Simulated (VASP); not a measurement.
```yaml
crystal:
  lattice:
    - [0.00000, 2.25018, 2.25018]
    - [2.25018, 0.00000, 2.25018]
    - [2.25018, 2.25018, 0.00000]
  atoms:
    - { symbol: B, position: [0.00000, 0.00000, 0.00000] }
    - { symbol: P, position: [0.25000, 0.25000, 0.25000] }
```

Level of theory: PBE0 hybrid, VASP's PBE PAW potentials (set 64) (plane waves; VASP). Numerical set-up: 520 eV cut-off, 8×8×8 Γ-centred mesh, Gaussian smearing of 0.050 eV, potentials B P.

**Question.** Give the stress tensor in GPa (positive for a compressed cell).

**Answer.** 
```
2.12  0.00  0.00
0.00  2.12  0.00
0.00  0.00  2.12
```
The pressure is its mean diagonal, 2.12 GPa.

The compound is BP in the zinc blende structure. This cell is one point of a volume scan, at 0.97 of the reference volume. The cell's shape comes from a PBE relaxation.
